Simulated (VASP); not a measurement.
Input:

```
CoGa
1.0
    2.84883     0.00000     0.00000
    0.00000     2.84883     0.00000
    0.00000     0.00000     2.84883
Ga Co
1 1
Direct
  0.50000   0.50000   0.50000
  0.00000   0.00000   0.00000
```

Method: TPSS meta-GGA, VASP's PBE PAW potentials (set 64) (plane waves; VASP). Numerical set-up: 520 eV cut-off, 14×14×14 Γ-centred mesh, tetrahedra with Blöchl corrections, potentials Ga_d Co.

Question: Give the energies of bands 6 to 14 at the high-symmetry points, in eV from the Fermi level.

Answer: 
| band | Γ | X | M | R |
|---|---|---|---|---|
| 6 | -12.42 | -8.17 | -6.26 | -4.38 |
| 7 | -2.74 | -7.15 | -3.33 | -4.38 |
| 8 | -2.74 | -2.51 | -3.33 | -4.38 |
| 9 | -0.90 | -1.96 | -2.63 | -0.25 |
| 10 | -0.90 | -1.96 | -1.41 | -0.25 |
| 11 | -0.90 | -0.90 | -1.41 | 0.81 |
| 12 | 5.25 | 0.08 | -0.29 | 3.80 |
| 13 | 5.25 | 10.88 | 2.30 | 3.80 |
| 14 | 5.25 | 10.88 | 3.25 | 3.80 |

It has no gap at this level: it comes out as a metal or semimetal.

The compound is CoGa in the CsCl type structure. It was relaxed first. The run is not spin-polarised, so no magnetic state was tried.
